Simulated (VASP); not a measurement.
These are vdW-DF-cx, VASP's PBE PAW potentials (set 64) (plane waves; VASP) values and carry that method's errors.

The input files of a VASP run:

### INCAR
```
ISMEAR = 0
ISIF = 2   # forces and stress, cell fixed
PREC = Accurate
SIGMA = 0.05   # width (eV)
LASPH = .TRUE.
NELM = 100   # most electronic steps
LUSE_VDW = .TRUE.
EDIFF = 1E-7   # SCF stop (eV)
ALGO = Normal
LREAL = .FALSE.   # projection in real space or not
AGGAC = 0.0
LCHARG = .FALSE.
LWAVE = .FALSE.
ENCUT = 520   # plane-wave cut-off (eV)
LMAXMIX = 4
SYSTEM = GaN
GGA = CX
```

POSCAR:
```
GaN
1.0
  0.0000000000   2.2961770713   2.2961770713
  2.2961770713   0.0000000000   2.2961770713
  2.2961770713   2.2961770713   0.0000000000
Ga N
1 1
Cart
  0.0000000000   0.0000000000   0.0000000000
  1.1480885356   1.1480885356   1.1480885356
```

**KPOINTS**
```
Automatic mesh
0
Gamma
10 10 10
0 0 0
```

POTCAR, in this order: Ga_d N (PBE.64 set). Program: vasp_std.

Output

### OSZICAR
```
       N       E                     dE             d eps       ncg     rms          rms(c)
DAV:   1     0.894613516722E+02    0.89461E+02   -0.96938E+03  1299   0.240E+03
DAV:   2    -0.259555392913E+01   -0.92057E+02   -0.87827E+02  1410   0.351E+02
DAV:   3    -0.942155555553E+01   -0.68260E+01   -0.67831E+01  1392   0.878E+01
DAV:   4    -0.953485124175E+01   -0.11330E+00   -0.11323E+00  1465   0.121E+01
DAV:   5    -0.953669232721E+01   -0.18411E-02   -0.18410E-02  1332   0.134E+00    0.715E+00
DAV:   6    -0.780353492349E+01    0.17332E+01   -0.54378E+00  1865   0.457E+01    0.265E+00
DAV:   7    -0.779271561691E+01    0.10819E-01   -0.28435E-01  1227   0.743E+00    0.170E+00
DAV:   8    -0.778145636445E+01    0.11259E-01   -0.74335E-02  1402   0.361E+00    0.822E-01
DAV:   9    -0.777637958910E+01    0.50768E-02   -0.16506E-02  1827   0.293E+00    0.230E-01
DAV:  10    -0.777672109606E+01   -0.34151E-03   -0.12527E-03  1237   0.507E-01    0.999E-02
DAV:  11    -0.777666790410E+01    0.53192E-04   -0.21222E-04  1855   0.350E-01    0.104E-02
DAV:  12    -0.777667024607E+01   -0.23420E-05   -0.20840E-05  1383   0.606E-02    0.527E-03
DAV:  13    -0.777667034875E+01   -0.10268E-06   -0.93904E-07  1442   0.917E-03    0.264E-03
DAV:  14    -0.777667045354E+01   -0.10478E-06   -0.84268E-08   706   0.386E-03    0.149E-03
DAV:  15    -0.777667041858E+01    0.34959E-07   -0.21035E-08   636   0.345E-03
   1 F= -.77766704E+01 E0= -.77766704E+01  d E =-.918188E-11
```

### OUTCAR
```
------------------------ aborting loop because EDIFF is reached ----------------------------------------
  FORCE on cell =-STRESS in cart. coord.  units (eV):
  Direction    XX          YY          ZZ          XY          YZ          ZX
  --------------------------------------------------------------------------------------
  Total       -1.4260891     -1.4260891     -1.4260891      0.0000000      0.0000000      0.0000000
  in kB      -94.3650388    -94.3650388    -94.3650388      0.0000000      0.0000000      0.0000000
  external PRESSURE =     -94.3650388 kB  Pullay stress =       0.0000000 kB
  volume of cell :       24.21
      direct lattice vectors                 reciprocal lattice vectors
     0.000000000  2.296177071  2.296177071    -0.217753241  0.217753241  0.217753241
     2.296177071  0.000000000  2.296177071     0.217753241 -0.217753241  0.217753241
     2.296177071  2.296177071  0.000000000     0.217753241  0.217753241 -0.217753241
  FREE ENERGIE OF THE ION-ELECTRON SYSTEM (eV)
  ---------------------------------------------------
  free  energy   TOTEN  =        -7.7766704186 eV

  energy  without entropy=       -7.7766704186  energy(sigma->0) =       -7.77667042
```
(Selected blocks of OUTCAR.)

The compound is GaN in the zinc blende structure, a metastable form; wurtzite is the usual one. This cell is one point of a volume scan, at 1.06 of the reference volume.
